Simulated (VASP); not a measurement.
Method: PBEsol GGA, VASP's PBE PAW potentials (set 64) (plane waves; VASP).

Input for VASP

File KPOINTS:
```
Automatic mesh
0
Gamma
10 10 10
0 0 0
```

**INCAR**
```
! general
SYSTEM  =  BP
PREC    =  Accurate
ENCUT   =  620
LREAL   =  .False.   ! projection in real space or not
LASPH   =  .True.   ! aspherical one-centre terms

! electronic loop
EDIFF   =  1E-6   ! SCF stop (eV)
NELM    =  100
ALGO    =  Normal   ! blocked Davidson

! smearing
ISMEAR  =  0
SIGMA   =  0.05   ! width (eV)

! functional
GGA     =  PS   ! PBEsol

! ions
IBRION  =  2   ! conjugate gradients
NSW     =  40   ! most ionic steps
ISIF    =  3
EDIFFG  =  -0.02

! output
LWAVE   =  .False.
LCHARG  =  .False.
```

**POSCAR**
```
BP
1
    0.0000000000     2.2605481103     2.2605481103
    2.2605481103     0.0000000000     2.2605481103
    2.2605481103     2.2605481103     0.0000000000
B P
1 1
Direct
  0.0000000000   0.0000000000   0.0000000000
  0.2500000000   0.2500000000   0.2500000000
```

POTCAR, in this order: B P (PBE.64 set). Program: vasp_std.

Question: What will the output report for the number of irreducible k-points (NKPTS), largest plane-wave count, number of space-group operations, FFT grid (NGX, NGY, NGZ)?

Answer: 
```
Quantity                                       Value
--------------------------------------  ------------
number of irreducible k-points (NKPTS)            47
largest plane-wave count                         869
number of space-group operations                  24
FFT grid (NGX, NGY, NGZ)                28 × 28 × 28
```

The compound is BP in the zinc blende structure. It was relaxed first.
